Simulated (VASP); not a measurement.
# As: As into a neighbouring As vacancy, part 3 of 5

Wanted: the minimum-energy path in As for this move: As into a neighbouring As vacancy. The start is a cell from a database of measured crystal structures.

VASP 6.6.1; LDA; plane waves and PAW (As).

So far. Step 2 (Relax the host): The run ended after 7 ionic steps, 0.021 eV below its first step, once forces and stress met EDIFFG = -0.02. Step 3 (Relax the start): The run ended after 10 ionic steps, 0.306 eV below its first step, once the forces on the free atoms met EDIFFG = -0.05.

The database entry behind the starting cell differs from later determinations by our own check (old inner coordinate), so it need not match the best structure at ambient conditions.

**4. Relax the end**

The end state is relaxed in the same way, so that both ends share their errors.

File INCAR:

```
SYSTEM = As
PREC = Normal
ENCUT = 280
EDIFF = 1E-05
NELM = 120
ISMEAR = 1
SIGMA = 0.15
LREAL = Auto
ALGO = Fast
GGA = CA
NBANDS = 100
LORBIT = 11
LWAVE = .FALSE.
LCHARG = .FALSE.
KPAR = 5
IBRION = 2
NSW = 60
ISIF = 2
EDIFFG = -0.05
POTIM = 0.4
MAXMIX = 40
ISYM = 0
```

File POSCAR:

```
As
1.0
    1.8833541920      3.2620651491     10.0558598358
   -7.5334167680      4.3494201988     13.4078131144
    0.0000000000     -4.3494201988      6.7039065572
As
31
Direct
    0.1134767750      0.0290563934      0.6093093377
    0.1130491562      0.2786303965      0.1132655188
    0.1155270685      0.2779982009      0.6176382969
    0.1166884185      0.5295055312      0.1139448684
    0.1129525422      0.5272215196      0.6159627671
    0.1185837382      0.7749909840      0.1144405443
    0.1157211112      0.7785472986      0.6162183016
    0.6141846517      0.1534560891      0.1140313530
    0.6151082495      0.1525304352      0.6186156662
    0.6140403957      0.3994642919      0.1170055739
    0.6193318063      0.4031952385      0.6059780589
    0.6115304220      0.6562030000      0.1121425525
    0.6134361600      0.6547024556      0.6163803290
    0.6139584794      0.9045656319      0.1137566989
    0.6111063076      0.9050190417      0.6148194340
    0.3824237296      0.0955886362      0.3875743232
    0.3889487622      0.0933691932      0.8853253226
    0.3857015895      0.3450673512      0.3862787759
    0.3856246097      0.3452774515      0.8831972721
    0.3854730619      0.5941558760      0.3859756778
    0.3838449154      0.5983518442      0.8880313809
    0.3802144404      0.8481744673      0.3825992185
    0.1159234342      1.0289850185      1.1117911053
    0.8845961675      0.2228198771      0.3852024421
    0.8902091470      0.2207903835      0.8793771895
    0.8833779408      0.4724172380      0.3855299856
    0.8856315406      0.4711192051      0.8854809379
    0.8814801356      0.7248058699      0.3821010771
    0.8843888757      0.7242117650      0.8845708417
    0.8858447750      0.9701522840      0.3837948041
    0.8930557016      0.9656403798      0.8813844505
```

File KPOINTS:

```
Automatic mesh
0
Gamma
3 2 3
0 0 0
```

The projector-augmented-wave data sets are As (LDA family, release 64).

Started as:

```bash
> mpirun -np 5 vasp_std
```

What it wrote:

```text
[... set-up lines as in an earlier step ...]
 entering main loop
       N       E                     dE             d eps       ncg     rms          rms(c)
DAV:   1     0.462035813142E+03    0.46204E+03   -0.42434E+04  2000   0.796E+02
DAV:   2    -0.115534974443E+03   -0.57757E+03   -0.55282E+03  2380   0.167E+02
DAV:   3    -0.164372230840E+03   -0.48837E+02   -0.47612E+02  2416   0.482E+01
DAV:   4    -0.165870406857E+03   -0.14982E+01   -0.14793E+01  2600   0.793E+00
DAV:   5    -0.165908875225E+03   -0.38468E-01   -0.38359E-01  2552   0.119E+00    0.140E+01
RMM:   6    -0.165431153325E+03    0.47772E+00   -0.27875E-01  2007   0.999E-01    0.840E+00
RMM:   7    -0.165213061732E+03    0.21809E+00   -0.24270E-01  2000   0.125E+00    0.569E-01
RMM:   8    -0.165214297530E+03   -0.12358E-02   -0.56161E-02  2162   0.485E-01    0.238E-01
RMM:   9    -0.165214137740E+03    0.15979E-03   -0.69545E-03  2069   0.199E-01    0.110E-01
RMM:  10    -0.165214331771E+03   -0.19403E-03   -0.21544E-03  2128   0.101E-01    0.361E-02
RMM:  11    -0.165214363007E+03   -0.31236E-04   -0.78359E-04  2230   0.522E-02    0.389E-02
RMM:  12    -0.165214361401E+03    0.16059E-05   -0.12639E-04  2076   0.244E-02    0.610E-03
RMM:  13    -0.165214364104E+03   -0.27031E-05   -0.35970E-05  1444   0.116E-02
   1 F= -.16521436E+03 E0= -.16521147E+03  d E =-.165214E+03
 curvature:   0.00 expect dE= 0.000E+00 dE for cont linesearch  0.000E+00
 trial: gam= 0.00000 g(F)=  0.217E+00 g(S)=  0.000E+00 ort = 0.000E+00 (trialstep = 0.100E+01)
 search vector abs. value=  0.217E+00
 bond charge predicted
       N       E                     dE             d eps       ncg     rms          rms(c)
DAV:   1    -0.165350393205E+03   -0.13603E+00   -0.39133E+00  2240   0.477E+00    0.640E-01
RMM:   2    -0.165375843211E+03   -0.25450E-01   -0.31896E-01  2000   0.129E+00    0.229E-01
RMM:   3    -0.165380825056E+03   -0.49818E-02   -0.46844E-02  2140   0.505E-01    0.126E-01
RMM:   4    -0.165381306177E+03   -0.48112E-03   -0.74597E-03  2264   0.186E-01    0.782E-02
RMM:   5    -0.165381311964E+03   -0.57867E-05   -0.10460E-03  2113   0.766E-02    0.248E-02
RMM:   6    -0.165381337845E+03   -0.25882E-04   -0.35213E-04  2404   0.364E-02    0.981E-03
RMM:   7    -0.165381340765E+03   -0.29191E-05   -0.36783E-05  1483   0.120E-02
   2 F= -.16538134E+03 E0= -.16537837E+03  d E =-.166977E+00
[... from here on, the cycles between the ionic steps are left out ...]
   3 F= -.16545861E+03 E0= -.16545554E+03  d E =-.244246E+00
   4 F= -.16548921E+03 E0= -.16548609E+03  d E =-.306033E-01
   5 F= -.16552896E+03 E0= -.16552550E+03  d E =-.703481E-01
   6 F= -.16555439E+03 E0= -.16555093E+03  d E =-.254323E-01
   7 F= -.16556274E+03 E0= -.16555933E+03  d E =-.337824E-01
   8 F= -.16556827E+03 E0= -.16556473E+03  d E =-.552777E-02
   9 F= -.16557026E+03 E0= -.16556663E+03  d E =-.752406E-02
  10 F= -.16557041E+03 E0= -.16556675E+03  d E =-.766566E-02
 curvature:  -3.33 expect dE=-0.432E-02 dE for cont linesearch -0.735E-06
 trial: gam= 0.40568 g(F)=  0.130E-02 g(S)=  0.000E+00 ort =-0.307E-04 (trialstep = 0.279E+01)
 search vector abs. value=  0.197E-02
 bond charge predicted
       N       E                     dE             d eps       ncg     rms          rms(c)
DAV:   1    -0.165571572722E+03   -0.11703E-02   -0.23737E-01  2032   0.116E+00    0.136E-01
RMM:   2    -0.165572798113E+03   -0.12254E-02   -0.13573E-02  2000   0.272E-01    0.589E-02
RMM:   3    -0.165573028225E+03   -0.23011E-03   -0.22870E-03  2121   0.112E-01    0.348E-02
RMM:   4    -0.165573057876E+03   -0.29652E-04   -0.39581E-04  2151   0.440E-02    0.249E-02
RMM:   5    -0.165573061898E+03   -0.40216E-05   -0.93899E-05  1949   0.210E-02
  11 F= -.16557306E+03 E0= -.16556926E+03  d E =-.265549E-02
 trial-energy change:   -0.002655  1 .order   -0.002590   -0.003586   -0.001593
 step:   4.4760(harm=  5.0150)  dis= 0.00848  next Energy=  -165.573559 (dE=-0.315E-02)
 reached required accuracy - stopping structural energy minimisation
```

It took 3 min on 5 MPI ranks of Intel Xeon 6975P-C (Granite Rapids), shared host; peak memory 2.1 GiB.

From OUTCAR (step 4):

```text
 Found     10 irreducible k-points:

   NELECT =     155.0000    total number of electrons

 E-fermi :   5.3258

 k-point     1 :       0.0000    0.0000    0.0000
  band No.  band energies     occupation
    ...
     75       4.6447      2.00000
     76       4.7701      2.00000
     77       5.0366      2.02004
     78       5.2595      1.67336
     79       5.3389      0.85308
     80       5.5469     -0.05760
     81       5.5880     -0.03300
     82       5.9157     -0.00000
     83       6.0345     -0.00000
     84       6.1805     -0.00000
    ...

 k-point     2 :       0.3333   -0.0000    0.0000
  band No.  band energies     occupation
    ...
     75       4.6260      2.00000
     76       4.7803      2.00000
     77       5.0020      2.00925
     78       5.3060      1.22092
     79       5.3603      0.62218
     80       6.0237     -0.00000
     81       6.1481     -0.00000
     82       6.3532     -0.00000
     83       6.4738     -0.00000
     84       6.5550     -0.00000
    ...

  Total       -9.2123953     -9.6389130     -3.7128831     -0.5728718      0.4893884      0.7477690
  in kB      -22.3980691    -23.4350603     -9.0271215     -1.3928216      1.1898485      1.8180484
  external PRESSURE =     -18.2867503 kB  Pullay stress =       0.0000000 kB

 POSITION                                       TOTAL-FORCE (eV/Angst)
 -----------------------------------------------------------------------------------
      0.02529     -2.15858      5.67702         0.003214      0.012131     -0.002737
     -1.84700      1.06643      5.63346         0.003326      0.006388     -0.012555
     -1.90630     -1.06008      8.98929         0.009510     -0.001591      0.021775
     -3.78964      2.17217      9.01573        -0.002397      0.005117     -0.017061
     -3.79592     -0.01865     12.37341        -0.001218      0.001423      0.014590
     -5.63517      3.29322     12.38336         0.008649      0.008905      0.012616
     -5.65897      1.09535     15.71172         0.004731     -0.001915      0.011973
      0.01168      2.20311      9.04394         0.011040      0.004953      0.004968
     -0.01583     -0.02271     12.35747        -0.014870     -0.003677     -0.004185
     -1.91704      3.25086     12.37052         0.002864      0.005693     -0.000655
     -1.81373      1.08937     15.68960        -0.020978     -0.016298      0.009188
     -3.83507      4.38479     15.70843         0.022292     -0.019954      0.007836
     -3.75942      2.18171     19.08546        -0.006408      0.018259     -0.008788
     -5.65392      5.44347     19.06911        -0.015742     -0.002083      0.022839
     -5.65480      3.18093     22.41512         0.000694      0.012247     -0.020966
      0.03077     -0.01247      7.79444        -0.022625     -0.000186     -0.001960
     -0.01979     -2.16971     11.04964         0.010924      0.004164     -0.026846
     -1.90170      1.06960     11.08591        -0.004280     -0.007188      0.004513
     -1.88185     -1.08166     14.46424         0.006582     -0.000621     -0.007478
     -3.71583      2.20638     14.48903         0.011719     -0.031027     -0.013079
     -3.74914      0.02543     17.76711         0.004108     -0.005991     -0.002316
     -5.63925      3.26653     17.80229         0.012056     -0.004407      0.011583
      0.04009     -0.01102      2.30718        -0.027041      0.003675     -0.003488
      0.17096      2.22459     14.29763         0.007202      0.007184     -0.006680
      0.03180     -0.02701     17.84848        -0.006565     -0.000243     -0.003928
     -2.00563      3.31260     17.68345         0.006165      0.016917     -0.004868
     -1.91879      1.04634     21.17974         0.007903     -0.003127     -0.004713
     -3.82096      4.35924     21.19696        -0.005065      0.013723      0.002922
     -3.77341      2.19222     24.49072        -0.013989      0.005625      0.012453
     -5.66482      5.39314     24.44102        -0.002968     -0.015501     -0.004893
     -5.62844      3.27911     27.85355         0.011165     -0.012596      0.009940
 -----------------------------------------------------------------------------------
    total drift:                                0.002820      0.032555     -0.017429

  FREE ENERGIE OF THE ION-ELECTRON SYSTEM (eV)
  ---------------------------------------------------
  free  energy   TOTEN  =      -165.5730618979 eV

  energy  without entropy=     -165.5616422202  energy(sigma->0) =     -165.56925534

 total charge
# of ion       s       p       d       tot
------------------------------------------
    1        1.310   1.360   0.048   2.718
    2        1.304   1.370   0.050   2.724
    3        1.308   1.352   0.047   2.706
    4        1.309   1.358   0.051   2.717
    5        1.306   1.358   0.051   2.714
    6        1.308   1.356   0.046   2.710
    7        1.304   1.363   0.051   2.718
    8        1.305   1.358   0.052   2.715
    9        1.304   1.369   0.052   2.724
   10        1.304   1.364   0.052   2.719
   11        1.307   1.357   0.047   2.711
   12        1.313   1.343   0.041   2.697
   13        1.311   1.357   0.048   2.715
   14        1.308   1.357   0.051   2.715
   15        1.313   1.341   0.040   2.693
   16        1.301   1.367   0.052   2.719
   17        1.307   1.356   0.055   2.718
   18        1.305   1.359   0.052   2.716
   19        1.302   1.368   0.052   2.722
   20        1.301   1.366   0.051   2.719
   21        1.305   1.359   0.052   2.717
   22        1.305   1.366   0.054   2.725
   23        1.313   1.337   0.039   2.688
   24        1.311   1.331   0.056   2.698
   25        1.302   1.363   0.052   2.717
   26        1.314   1.327   0.053   2.695
   27        1.303   1.365   0.052   2.720
   28        1.301   1.365   0.052   2.718
   29        1.303   1.365   0.054   2.722
   30        1.313   1.336   0.053   2.702
   31        1.303   1.363   0.052   2.718
--------------------------------------------------
tot         40.504  42.052   1.554  84.110

[... 6 parts as in an earlier step ...]

[... 6 further parts left out ...]
```

Step by step:

| step | energy less that of the first step (eV) | largest force (eV/Å) |
| --- | --- | --- |
| 1 | 0.0000 | 1.1228 |
| 2 | -0.1670 | 0.6903 |
| 3 | -0.2442 | 0.3556 |
| 4 | -0.2748 | 0.2818 |
| 5 | -0.3146 | 0.1920 |
| 6 | -0.3400 | 0.1443 |
| 7 | -0.3484 | 0.1123 |
| 8 | -0.3539 | 0.0664 |
| 9 | -0.3559 | 0.0529 |
| 10 | -0.3560 | 0.0597 |
| 11 | -0.3587 | 0.0357 |

The atoms that moved most (Å):

| atom | dx | dy | dz | length |
| --- | --- | --- | --- | --- |
| As24 | 0.184 | 0.045 | -0.168 | 0.253 |
| As26 | -0.110 | 0.053 | -0.118 | 0.170 |
| As10 | -0.064 | 0.019 | 0.055 | 0.087 |
| As21 | 0.036 | 0.033 | -0.069 | 0.084 |
| As20 | 0.034 | 0.043 | 0.059 | 0.081 |
| As25 | 0.019 | -0.066 | 0.041 | 0.080 |
| As15 | 0.012 | -0.075 | 0.014 | 0.077 |
| As16 | 0.031 | 0.010 | 0.069 | 0.076 |

Final coordinates:

```xyz
31
Lattice="1.8834 3.2621 10.0559 -7.5334 4.3494 13.4078 0.0000 -4.3494 6.7039" Properties=species:S:1:pos:R:3 pbc="T T T"
As    0.0253   -2.1586    5.6770
As   -1.8470    1.0664    5.6335
As   -1.9063   -1.0601    8.9893
As   -3.7896    2.1722    9.0157
As   -3.7959   -0.0186   12.3734
As   -5.6352    3.2932   12.3834
As   -5.6590    1.0953   15.7117
As    0.0117    2.2031    9.0439
As   -0.0158   -0.0227   12.3575
As   -1.9170    3.2509   12.3705
As   -1.8137    1.0894   15.6896
As   -3.8351    4.3848   15.7084
As   -3.7594    2.1817   19.0855
As   -5.6539    5.4435   19.0691
As   -5.6548    3.1809   22.4151
As    0.0308   -0.0125    7.7944
As   -0.0198   -2.1697   11.0496
As   -1.9017    1.0696   11.0859
As   -1.8819   -1.0817   14.4642
As   -3.7158    2.2064   14.4890
As   -3.7491    0.0254   17.7671
As   -5.6393    3.2665   17.8023
As   -7.4933   -0.0110   22.4189
As    0.1710    2.2246   14.2976
As    0.0318   -0.0270   17.8485
As   -2.0056    3.3126   17.6835
As   -1.9188    1.0463   21.1797
As   -3.8210    4.3592   21.1970
As   -3.7734    2.1922   24.4907
As   -5.6648    5.3931   24.4410
As   -5.6284    3.2791   27.8535
```

This step gave:

```yaml
free_energy_toten: -165.5731 eV
energy_at_zero_smearing: -165.5693 eV
fermi_energy: 5.326 eV
```

The run ended after 11 ionic steps, 0.359 eV below its first step, once the forces on the free atoms met EDIFFG = -0.05.

(Part 3 of 5 ends here.)

[Lines on the potential files, build, host, timing and source positions are cut from VASP's logs without a mark.]

[Logs are printed without paths, hosts, clocks, repeated set-up lines and the standing remarks that a program may print on its own settings, such as how far it seeks lower states.]

[Hosts, paths, dates, database ids (printed as entryN), source tags and the programs' standing remarks are cut or masked in the printed files.]

[Runs that stopped without an error message from VASP are left out.]
